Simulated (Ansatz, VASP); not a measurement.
## Cross-check of CrSeS (1T-CrSSe monolayer) between VASP and Ansatz

Aim: how closely do two programs agree when they are given the same cell, functional and k mesh? The structure shown is the start of the Ansatz relaxation below; VASP solves that cell, so the two are compared at the walk's first step.

Method: plane waves, with VASP 6.6.1 beside it; single point at PBE with D3(BJ), in Ansatz 0.2.0.

## Step 1: Set-up

The cell holds 3 atoms: 1 Se, 1 Cr and 1 S. Its edges and angles: a = 3.125 Å, b = 3.125 Å, c = 37.248 Å, α = 90.0°, β = 90.0°, γ = 120.0°. Vacuum lies along c.

## Step 2: Ansatz: relaxation, PBE with D3(BJ)

Ansatz runs on its default PAW (the set named soft_2) files.

The two programs are compared at the cell with which this relaxation starts, whose forces are those of its first step.

The input, input.yaml:

```yaml
crystal:
  lattice:
    - [3.125, 0.0, 0.0]
    - [-1.5625, 2.7063293868, 0.0]
    - [0.0, 0.0, 37.2484613474]
  atoms:
    - { symbol: Se, position: [0.6666666667, 0.3333333333, 0.4577370281] }
    - { symbol: Cr, position: [0.0, 0.0, 0.5030645829], spin: 3.0 }
    - { symbol: S, position: [0.3333333333, 0.6666666667, 0.5422629719] }
  periodic: [true, true, false]
magnetization:
  spin_polarized: true
kpoints:
  mp_grid: { grid: [12, 12, 1] }
hamiltonian:
  xc: pbe
  dispersion: d3bj
scf:
  occupations: { method: fermi_dirac, width: 0.05 }
  convergence: { dr2_threshold: 1.0e-09 }
relax:
  f_tol: 0.004
  max_steps: 90
  cell: {}
output:
  write_potential: true
  write_density: true
  volumetric_format: npy
```

The run is started by

```
$ ansatz run input.yaml --threads 8 --pin off --max-ram 12288MiB --backend cpu --events-out ev --progress --plain --runs-dir out
```

Numbers of over 12 decimals in the logs are rounded to 6 here.

The log of the run:

```text
Warning: relax.cell: scf.convergence.dr2_threshold = 1e-9 eV is looser than the 1.73528729265e-10 eV advised for a relaxation that steers and ends on the stress (1e-10 eV for each atom of the cell: 3, times the square of relax.cell.stress_2d_tol = 0.05 N/m over 13.1 Å (the atoms' height at the walk's start and 5 Å past either face), 3.803e-2 GPa, over a crystal's default 0.05). What an SCF threshold leaves in a stress goes as its square root, and in the free energy as the threshold itself, and one threshold admits the most on a small cell: [figures from the program's tests cut] Set scf.convergence.dr2_threshold to 1.73528729265e-10 eV or tighter. [rest of the remark cut]
Engine: ansatz 0.2.0, x86_64-unknown-linux-gnu
Pseudopotentials: kind: paw
Pseudopotential: Se, paw, valence charge 16, recommended cutoff 420 eV (normal), Se.paw.azcp
Pseudopotential: Cr, paw, valence charge 14, recommended cutoff 420 eV (normal), Cr.paw.azcp
Pseudopotential: S, paw, valence charge 6, recommended cutoff 420 eV (normal), S.paw.azcp
Functional definition: PBE
  parameter kappa = 0.804
  parameter beta = 0.066725
  exchange = pbe_x(kappa = kappa, mu = beta*pi^2/3)
  correlation = pbe_c(beta = beta)
Crystal: 3 atoms, lattice volume = 315.021 Å³
Basis set: ecut = 420 eV, 6113 PW (Γ), exchange–correlation on 48×48×500 points (8 copies of the dense FFT grid, shifted against one another)
Bands: 24, of which v1, the nominal top of the filled ones, is band 18 counted from 1 (17 counted from 0)
Symmetry: 6 space group operations
Space group: P3m1 (ITA 156), of the structure as read, at distance tolerance 6.8e-5 Å
Magnetic group: BNS 156.49 (UNI 1279), of the structure as read, at distance tolerance 6.8e-5 Å
k-points: 19 of 144 (time reversal used)
Non-local potential: Se, projectors of the file, l = 0: 2, l = 1: 2, l = 2: 3, l = 3: 1
Non-local potential: Cr, projectors of the file, l = 0: 3, l = 1: 2, l = 2: 3, l = 3: 1
Non-local potential: S, projectors of the file, l = 0: 2, l = 1: 2, l = 2: 2
PAW form: soft (Blöchl's): semilocal exchange-correlation on the pseudo side does not see the compensation charge
PAW one-centre angular grid: Se, 590 points (default); XC on 64 Gauss nodes
PAW one-centre angular grid: Cr, 590 points (default); XC on 64 Gauss nodes
PAW one-centre angular grid: S, 110 points (default); XC on 64 Gauss nodes
Initial density: superposition of atomic densities (neutral atoms: chi_scale 0, normalization atom)
Starting moments: Σ|m| = 3 μB on 1 of 3 sites
Initial wavefunctions: pseudopotential atomic-orbital guess
Functional: x = pbe(κ = 0.804, μ = 0.219515), c = pbe(β = 0.066725)
SCF iter   1: F=—  HF=-9752.356781 eV  |F-HF|=—  |Δ(HF+E_count)|=         —  Δρ=3.20e-2 (↑3.20e-2 ↓1.67e-2)  dr2=7.65e0  dr2_m=3.46e-1  M=2.014 μB ∫|m|=2.491 μB  β_m=0.30  ethr=3.10e-3  ⟨swp⟩=16.2  Hψ=7754  notcnv=0
Mixer restart at iter 1: flushing history
preconditioner: auto → LDOS  [metal: Δε(μ)=0.072 eV  Ē_g=9.304 eV  σ=0.050 eV  W_gap=0.33  n_scr=22 (ndim 8)  ℏωp=8.9 eV  f_vac=0.804  D(μ)=2.84/eV (n_scr^D=14)]
spin=Collinear: LDOS preconditioning applied to the charge; magnetization (m = ρ↑ − ρ↓) channel mixes plain (no charge-response kernel on spin).
SCF iter   2: F=—  HF=-9751.260198 eV  |F-HF|=—  |Δ(HF+E_count)|=    1.10e0  Δρ=1.70e-2 (↑1.70e-2 ↓1.12e-2)  dr2=2.89e0  dr2_m=1.02e-1  M=2.060 μB ∫|m|=2.552 μB  β_m=0.47  ethr=3.10e-3  ⟨swp⟩=3.7  Hψ=2241  notcnv=0  defer=36
SCF iter   3: F=—  HF=-9750.925834 eV  |F-HF|=—  |Δ(HF+E_count)|=   3.34e-1  Δρ=3.48e-3 (↑2.40e-3 ↓3.48e-3)  dr2=8.40e-2  dr2_m=9.00e-3  M=2.075 μB ∫|m|=2.573 μB  β_m=0.53  ethr=3.10e-3  ⟨swp⟩=4.0  Hψ=2060  notcnv=0  defer=36
SCF iter   4: F=—  HF=-9750.954134 eV  |F-HF|=—  |Δ(HF+E_count)|=         —  Δρ=1.66e-3 (↑1.60e-3 ↓1.66e-3)  dr2=2.76e-3  dr2_m=6.02e-3  M=1.991 μB ∫|m|=2.459 μB  β_m=0.53  ethr=2.33e-4  ⟨swp⟩=3.3  Hψ=2022  notcnv=0  defer=36
SCF iter   5: F=—  HF=-9750.959576 eV  |F-HF|=—  |Δ(HF+E_count)|=   5.44e-3  Δρ=7.33e-4 (↑6.25e-4 ↓7.33e-4)  dr2=4.14e-4  dr2_m=1.03e-3  M=1.995 μB ∫|m|=2.459 μB  β_m=0.73  ethr=7.66e-6  ⟨swp⟩=3.6  Hψ=2003  notcnv=0  defer=36
SCF iter   6: F=—  HF=-9750.961787 eV  |F-HF|=—  |Δ(HF+E_count)|=   2.21e-3  Δρ=1.29e-4 (↑5.97e-5 ↓1.29e-4)  dr2=6.21e-5  dr2_m=1.83e-5  M=1.996 μB ∫|m|=2.452 μB  β_m=0.72  ethr=1.15e-6  ⟨swp⟩=3.4  Hψ=2323  notcnv=0  defer=36
[...]
eigensolver tolerance schedule: the retry pair's looser diagonalisation over-reported the residual by 742.03 of it (diagonalisation noise at 0.36 of the residual, at the tolerance the schedule requests for it); recorded, not acted on — ethr = c·dr2/N_el stays at c = 1.0e-1
preconditioner: auto → LDOS  [metal: Δε(μ)=0.046 eV  Ē_g=8.397 eV  σ=0.050 eV  W_gap=0.23  n_scr=16 (ndim 8)  ℏωp=8.3 eV  f_vac=0.817  D(μ)=2.43/eV (n_scr^D=12)]
spin=Collinear: LDOS preconditioning applied to the charge; magnetization (m = ρ↑ − ρ↓) channel mixes plain (no charge-response kernel on spin).
SCF iter   2: F=—  HF=-9751.182488 eV  |F-HF|=—  |Δ(HF+E_count)|=   1.77e-3  Δρ=1.57e-5 (↑1.57e-5 ↓1.38e-5)  dr2=7.20e-8  dr2_m=9.61e-9  M=2.122 μB ∫|m|=2.880 μB  β_m=0.64  ethr=1.48e-9  ⟨swp⟩=4.2  Hψ=2499  notcnv=0
SCF iter   3: F=—  HF=-9751.183046 eV  |F-HF|=—  |Δ(HF+E_count)|=   5.58e-4  Δρ=9.81e-7 (↑9.81e-7 ↓8.66e-7)  dr2=1.84e-9  dr2_m=5.07e-11  M=2.122 μB ∫|m|=2.880 μB  β_m=0.64  ethr=2.00e-10  ⟨swp⟩=3.8  Hψ=1929  notcnv=0
SCF iter   4: F=—  HF=-9751.183057 eV  |F-HF|=—  |Δ(HF+E_count)|=   1.09e-5  Δρ=1.04e-7 (↑1.00e-7 ↓1.04e-7)  dr2=1.41e-10  dr2_m=2.54e-12  M=2.122 μB ∫|m|=2.880 μB  β_m=0.68  ethr=5.12e-12  ⟨swp⟩=3.7  Hψ=1840  notcnv=0
iter 5 met the thresholds in force, and the SCF goes on: an eigenvalue changes by 0.43 meV, over its tolerance of 0.05 meV (output.eigenvalues, Limitations)
SCF iter   5: F=-9751.183057 eV  HF=-9751.183057 eV  |F-HF|=8.07e-9  |Δ(HF+E_count)|=   1.93e-7  Δρ=3.29e-8 (↑3.16e-8 ↓3.29e-8)  dr2=5.45e-11  dr2_m=5.38e-13  M=2.122 μB ∫|m|=2.880 μB  β_m=0.68  ethr=1.00e-12  ⟨swp⟩=13.7  Hψ=6797  notcnv=0
iter 6 met the thresholds in force, and the SCF goes on: an eigenvalue changes by 0.21 meV, over its tolerance of 0.05 meV (output.eigenvalues, Limitations)
SCF iter   6: F=-9751.183057 eV  HF=-9751.183057 eV  |F-HF|=5.44e-10  |Δ(HF+E_count)|=   7.42e-9  Δρ=3.44e-8 (↑3.44e-8 ↓1.95e-8)  dr2=1.18e-11  dr2_m=2.51e-13  M=2.122 μB ∫|m|=2.880 μB  β_m=1.00  ethr=1.00e-12  ⟨swp⟩=7.5  Hψ=4636  notcnv=0
Mixer restart at iter 6: flushing history
SCF iter   7: F=-9751.183057 eV  HF=-9751.183057 eV  |F-HF|=1.36e-10  |Δ(HF+E_count)|=  6.20e-10  Δρ=2.59e-8 (↑2.59e-8 ↓1.90e-8)  dr2=2.99e-11  dr2_m=6.54e-14  M=2.122 μB ∫|m|=2.880 μB  ethr=1.00e-12  ⟨swp⟩=6.7  Hψ=4685  notcnv=0
SCF 9 converged in 7 iterations: F = -9751.183057 eV  dr2 = 2.99e-11
relax step   9: F+E_penalty+E_count = -9751.18305676 eV  Δ(F+E_penalty+E_count) = -2.190e-5 eV  max|allowed force component| = 1.075e-3 eV/Å  Δτ_max = 0.0000 Å  P = +0.006 N/m  Ω = 359.065 Å³  fix = [c, alpha, beta]  reactions: c +0.000 N/m  stress off target by 5.76e-3 N/m on what of the cell is left free  SCF on the basis re-selected at this cell (its energy is not comparable with the rows above)  (7 SCF iters)
basis re-selected at this cell: Δ(F+E_penalty+E_count) = -2.190e-5 eV, ΔP = -0.000 N/m vs the last step (what re-selecting the basis moved, of the pressure what is left beyond the Pulay correction that the steps carried, after the strain that the cell walked since its last selection, with what the two solves' SCF thresholds leave and, on support functions, any second-order correction that the steps lacked; it is no m [...]
WARN: The output density's exchange-correlation potential varies sharply where the density is thin. Do not read a vacuum level from v_tot or v_xc, or from such a field of the output density. On a cell that repeats whose density bears no net charge and no dipole along the vacuum's axis use v_es (v_loc + v_h of the components); under efield.dipole_correction with no amplitude use v_es + v_field, which holds any externa [...]
SCF converged after 7 iterations
an eigenvalue changed by more than its tolerance at an iteration that met the thresholds in force, so the SCF went on 2 times, its first undamped step at iteration 6: the last check found none over its tolerance
Magnetization: 2.1216 μB (19.0608 up, 16.9392 down)
Absolute magnetization: 2.8690 μB (∫|ρ↑−ρ↓|, with the PAW one-centre terms)
Spin contamination: 0.1966 ħ² per cell (⟨S²⟩ above its minimum at these occupations)
Per-site moments (μB) at R_I (Å): [(-0.170101, 1.036730), (2.166861, 0.949831), (-0.095146, 0.949831)]
Free energy (F): -9751.183057 eV
Harris-Foulkes:  -9751.183057 eV  (|F-HF|=1.36e-10)
Internal energy: -9751.163354 eV  (E = F + TS)
E sigma→0 (E₀):  -9751.173206 eV
Entropy (-TS):   -0.019702 eV (-6.567 meV/atom)
Fermi energy:    -5.577119 eV
--- Per-component energies (eV) ---
  E_band       = -1161.670647
  E_kinetic    = 566.764686
  E_local      = -100860.841235  (includes V_loc(G=0)·N_el)
  E_nonlocal   = -486.001458
  E_hartree    = 50004.074811
  E_xc         = -340.141933
  E_vxc        = -362.558373  (∫ρ·V_xc dr)
  E_paw        = -3708.079406  (= ΣΔE_a)
  E_vpaw       = -27.184115  (= ΣTr[D̂ρ^β])
  E_aug_tail   = -0.000226  (compensation charges beyond the density's cutoff)
  E_ewald      = 45073.830197
  E_disp       = -0.768790  (pairwise vdW)
  E_smearing   = -0.019702  (= −TS)
  E_closure    = 0.000000  (closes the sum)
  Σ components = -9751.183057   (vs F -9751.183057, Δ=0.00e0)
--- Forces (eV/Å), atoms counted from 1 ---
  atom   1  Se     0.00000000     0.00000000    -0.00107521
  atom   2  Cr     0.00000000    -0.00000000     0.00070670
  atom   3  S      0.00000000    -0.00000000     0.00036874
  max |Σ_I F_I| component: 2.37e-7 eV/Å
--- 2D stress c σ (N/m, compression-positive) ---
        0.005765       0.000000       0.000000
       -0.000000       0.005765       0.000000
        0.000000       0.000000       0.000000
  P = ½ c Tr σ = 0.0058 N/m
--- Band table (eV; the first three rows and the last of 38) ---
  k-point 0 ↑: bands = [... 14 lower, -7.2746, -6.8169, -6.8169, -5.9229, -4.6857, -4.6857, -2.4693, -2.4693, ... 2 higher]
  k-point 1 ↑: bands = [... 14 lower, -7.1635, -6.9125, -6.8991, -6.0416, -4.8890, -4.6920, -2.9155, -2.5655, ... 2 higher]
  k-point 2 ↑: bands = [... 14 lower, -7.6147, -7.0691, -6.9147, -6.2181, -5.1887, -4.7851, -3.5922, -2.7453, ... 2 higher]
  k-point 18 ↓: bands = [... 14 lower, -8.6154, -7.8414, -7.8001, -3.8286, -3.6502, -3.5662, -2.7210, -2.3321, ... 2 higher]
  the weakly bound empty levels are not read free of the cell's end (no_gap_told)
--- Relaxed structure (7 steps of the walk, 6 accepted, 2 SCFs on fresh bases) ---
  F+E_penalty+E_count = -9751.18305676 eV   max|allowed force component| = 1.075e-3 eV/Å   (the final SCF, on the basis selected at the relaxed cell)
  cell:  # Å, volume = 359.0645 Å³
    - [3.336313, 1.5640289734080036e-17, 0]
    - [-1.668156, 2.889332, 0]
    - [0, 0, 37.2484613474]
  atoms:
    - { symbol: Se, position: [0.666667, 0.333333, 0.460837] }
    - { symbol: Cr, position: [0, 0, 0.504178] }
    - { symbol: S, position: [0.333333, 0.666667, 0.538049] }
```

The column dr2 measures how far the density is from self-consistency, as an energy; F and HF (Harris–Foulkes) agree once it is small.

(Part 1 of 2 ends here.)

[Lines on the potential files, build, host, timing and source positions are cut from VASP's logs without a mark.]

[Logs are printed without paths, hosts, clocks, repeated set-up lines and the standing remarks that a program may print on its own settings, such as how far it seeks lower states.]

[Hosts, paths, dates, database ids (printed as entryN), source tags and the programs' standing remarks are cut or masked in the printed files.]
